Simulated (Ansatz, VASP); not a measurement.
## RbVS3 in VASP and in Ansatz

```
Rb V S
1.0
     4.89537    0.00000    0.00000
     0.00000    4.89537    0.00000
     0.00000    0.00000    4.89537
Rb V S
1 1 3
Direct
  0.50000 0.50000 0.50000
  0.00000 0.00000 0.00000
  0.50000 0.00000 0.00000
  0.00000 0.50000 0.00000
  0.00000 0.00000 0.50000
```

Alike in both runs: task relaxation of cell and atoms; functional PBE; k mesh 4 × 4 × 4; occupations gaussian, width 0.1 eV; collinear spin.

```csv
,VASP,Ansatz
version,VASP 6.6.1,Ansatz 0.2.0
potentials or method,"VASP PAW PBE potentials, release 64 (Rb_sv, V_sv, S)","scalar-relativistic, plane waves, PAW"
plane-wave cutoff (eV),600,420
valence electrons in the cell,40,40
```

```tsv
	VASP	Ansatz	Ansatz less VASP
gap on the k mesh at the Fermi level, each at its own relaxed structure (eV)	none	none	-
net moment per atom (μB)	0.00	0.00	0.000
relaxed volume (Å³/atom)	20.98	20.89	-0.094
relaxed cell length with the largest relative difference (Å)	4.716	4.709	-0.0071
energy change over the relaxation (meV/atom)	-52	-53	-0.6
```

A gap of «none» marks a metal or a gap that the smearing closes. Ansatz warned: «filled_band_counts_differ_across_k_points».
